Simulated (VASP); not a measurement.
Here is the system:

```xyz
4
Lattice="3.7532 0.0000 0.0000 -1.8766 3.2504 0.0000 0.0000 0.0000 6.1433" Properties=species:S:1:pos:R:3 pbc="T T T"
Ag     0.0000     2.1669     0.0035
Ag     1.8766     1.0835     3.0752
F      0.0000     2.1669     2.3002
F      1.8766     1.0835     5.3719
```

Calculation: PBEsol GGA, VASP's PBE PAW potentials (set 64) (plane waves; VASP). Run with 520 eV cut-off, Gaussian smearing of 0.050 eV, potentials Ag F.

Problem. Give the energies of bands 7 to 20 at the high-symmetry points, in eV from the Fermi level.

Solution. 
| band | Γ | M | K | A | L | H |
|---|---|---|---|---|---|---|
| 7 | -4.39 | -4.25 | -4.24 | -4.49 | -4.25 | -4.15 |
| 8 | -4.39 | -4.11 | -4.24 | -4.49 | -4.25 | -4.15 |
| 9 | -1.60 | -1.65 | -1.68 | -1.43 | -1.48 | -1.59 |
| 10 | -1.60 | -1.56 | -1.65 | -1.43 | -1.48 | -1.59 |
| 11 | -1.45 | -1.41 | -1.65 | -1.43 | -1.32 | -1.36 |
| 12 | -1.30 | -1.38 | -1.51 | -1.43 | -1.32 | -1.36 |
| 13 | -1.30 | -1.35 | -1.11 | -0.78 | -1.28 | -1.12 |
| 14 | -0.43 | -1.23 | -1.09 | -0.78 | -1.28 | -1.12 |
| 15 | -0.43 | -0.91 | -1.09 | -0.22 | -0.64 | -0.94 |
| 16 | -0.17 | -0.83 | -0.79 | -0.22 | -0.64 | -0.94 |
| 17 | -0.11 | -0.41 | -0.56 | -0.22 | -0.57 | -0.59 |
| 18 | 0.00 | -0.37 | -0.56 | -0.22 | -0.57 | -0.59 |
| 19 | 0.00 | 4.07 | 5.40 | 1.53 | 4.98 | 6.03 |
| 20 | 4.26 | 4.86 | 5.40 | 1.53 | 4.98 | 6.03 |

It has no gap at this level: it comes out as a metal or semimetal.

The structure was generated: AgF was put into the wurtzite type (P6_3mc), which need not be its known phase. It was relaxed first, which changed the volume by +48 %.
